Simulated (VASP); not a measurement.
Consider the following.

```
CELL_PARAMETERS angstrom
      2.95000     0.00000     0.00000
      0.00000     2.95000     0.00000
      0.00000     0.00000     2.95000
ATOMIC_POSITIONS crystal
  Zn 0.50000 0.50000 0.50000
  Cu 0.00000 0.00000 0.00000
```

Computed with PBE GGA, VASP's PBE PAW potentials (set 64) (plane waves; VASP). Numerical set-up: 400 eV cut-off, 9×9×9 Γ-centred mesh, first-order Methfessel-Paxton smearing of 0.10 eV, potentials Zn Cu.

Q: The ions, cell shape and volume are relaxed. Give the cell that the relaxation ends in.

A: 
```
CELL_PARAMETERS angstrom
      2.96383     0.00000     0.00000
      0.00000     2.96383     0.00000
      0.00000     0.00000     2.96383
ATOMIC_POSITIONS crystal
  Zn 0.50000 0.50000 0.50000
  Cu 0.00000 0.00000 0.00000
```
Space group Pm-3m (221), at a tolerance of 0.03 Å.

Q: How do energy and volume change from the first to the last step?

A: The energy (σ→0) changes by -0.9 meV/atom and the volume by +1.4 %, in 3 ionic steps.

```
step  E(σ→0) (eV)  max force (eV/Å)  pressure (GPa)  volume (Å³)
----  -----------  ----------------  --------------  -----------
1         -4.9969             0.000            1.76        25.67
2         -4.9985             0.000           -0.60        26.20
3         -4.9988             0.000           -0.07        26.04
```

The compound is CuZn in the CsCl type structure. This run relaxes it. Symmetry was kept, so distortions that lower it aren't found. The electron count is odd and the run is not spin-polarised, which forces a metal.
